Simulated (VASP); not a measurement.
OSZICAR of a VASP run on SiNi (space group Pmmn):

File OSZICAR:
```
       N       E                     dE             d eps       ncg     rms          rms(c)
DAV:   1     0.106031021429E+03    0.10603E+03   -0.11121E+04  3600   0.157E+03
DAV:   2    -0.430610878856E+02   -0.14909E+03   -0.14490E+03  3600   0.307E+02
DAV:   3    -0.494067750573E+02   -0.63457E+01   -0.62166E+01  4140   0.783E+01
DAV:   4    -0.495822951729E+02   -0.17552E+00   -0.17471E+00  4324   0.118E+01
DAV:   5    -0.495869609960E+02   -0.46658E-02   -0.46651E-02  4350   0.186E+00    0.198E+01
DAV:   6    -0.504084866905E+02   -0.82153E+00   -0.84047E+01  3950   0.176E+02    0.251E+01
DAV:   7    -0.430552886908E+02    0.73532E+01   -0.24175E+01  3858   0.105E+02    0.554E+00
DAV:   8    -0.431524788170E+02   -0.97190E-01   -0.32169E+00  5376   0.220E+01    0.342E+00
DAV:   9    -0.430984534377E+02    0.54025E-01   -0.25501E-01  5132   0.862E+00    0.560E-01
DAV:  10    -0.431050945182E+02   -0.66411E-02   -0.36251E-02  4346   0.237E+00    0.247E-01
DAV:  11    -0.431025872831E+02    0.25072E-02   -0.18579E-02  4010   0.179E+00    0.212E-01
DAV:  12    -0.431067425211E+02   -0.41552E-02   -0.74169E-03  3964   0.117E+00    0.392E-02
DAV:  13    -0.431067988724E+02   -0.56351E-04   -0.18204E-04  3916   0.141E-01    0.239E-02
DAV:  14    -0.431068210179E+02   -0.22146E-04   -0.44047E-05  3842   0.667E-02    0.149E-02
DAV:  15    -0.431068020641E+02    0.18954E-04   -0.59160E-05  4438   0.137E-01    0.104E-02
DAV:  16    -0.431068228398E+02   -0.20776E-04   -0.29271E-05  4044   0.904E-02    0.346E-03
DAV:  17    -0.431068241779E+02   -0.13381E-05   -0.26143E-06  3302   0.214E-02    0.132E-03
DAV:  18    -0.431068247374E+02   -0.55950E-06   -0.25191E-07  1888   0.535E-03
   1 F= -.43106825E+02 E0= -.43106957E+02  d E =-.431068E+02
       N       E                     dE             d eps       ncg     rms          rms(c)
DAV:   1    -0.431340860029E+02   -0.27262E-01   -0.31749E-01  3818   0.101E+01    0.150E+00
DAV:   2    -0.431519774416E+02   -0.17891E-01   -0.52624E-01  4012   0.142E+01    0.166E+00
DAV:   3    -0.431072500044E+02    0.44727E-01   -0.18809E-01  3928   0.871E+00    0.247E-01
DAV:   4    -0.431070392869E+02    0.21072E-03   -0.69300E-03  3728   0.580E-01    0.114E-01
DAV:   5    -0.431068361122E+02    0.20317E-03   -0.82486E-04  4958   0.457E-01    0.318E-02
DAV:   6    -0.431068361181E+02   -0.59285E-08   -0.98237E-05  3822   0.895E-02    0.129E-02
DAV:   7    -0.431068469241E+02   -0.10806E-04   -0.23250E-05  3792   0.486E-02    0.873E-03
DAV:   8    -0.431068440985E+02    0.28257E-05   -0.20112E-05  4188   0.589E-02    0.744E-03
DAV:   9    -0.431068508225E+02   -0.67240E-05   -0.15150E-05  4124   0.535E-02    0.213E-03
DAV:  10    -0.431068515482E+02   -0.72571E-06   -0.10372E-06  1852   0.144E-02
   2 F= -.43106852E+02 E0= -.43107017E+02  d E =-.268108E-04
       N       E                     dE             d eps       ncg     rms          rms(c)
DAV:   1    -0.431138181802E+02   -0.69674E-02   -0.75872E-02  3812   0.490E+00    0.740E-01
DAV:   2    -0.431183242571E+02   -0.45061E-02   -0.12677E-01  3998   0.699E+00    0.815E-01
DAV:   3    -0.431073376880E+02    0.10987E-01   -0.46017E-02  3940   0.434E+00    0.111E-01
DAV:   4    -0.431073295090E+02    0.81790E-05   -0.18876E-03  3930   0.287E-01    0.683E-02
DAV:   5    -0.431072589570E+02    0.70552E-04   -0.23736E-04  5070   0.260E-01    0.194E-02
DAV:   6    -0.431072578275E+02    0.11295E-05   -0.21371E-05  4694   0.437E-02    0.833E-03
DAV:   7    -0.431072566274E+02    0.12001E-05   -0.61203E-06  3846   0.216E-02    0.389E-03
DAV:   8    -0.431072558327E+02    0.79468E-06   -0.70199E-06  3954   0.330E-02
   3 F= -.43107256E+02 E0= -.43107407E+02  d E =-.431095E-03
```

### Question
Which electronic solver shows in the log?

### Answer
It is blocked Davidson (ALGO = Normal, or the opening steps of other solvers). The INCAR had ALGO = Normal.

### Question
How was spin treated?

### Answer
Without spin polarisation: there is no mag entry.

### Question
Can the final energy be trusted as converged?

### Answer
The run converged. It stopped with EDIFF = 1E-6, NELM = 100, NSW = 60 and EDIFFG = -0.02 after 3 ionic steps (r2SCAN meta-GGA, plane waves, VASP's PBE PAW potentials (set 64)).

The structure comes from a computed database's SiNi entry (Pmmn); how it stands against other phases isn't given here. This run relaxes it. Symmetry was kept, so distortions that lower it aren't found. The start is the result of an earlier pass. The run is not spin-polarised, so no magnetic state was tried.
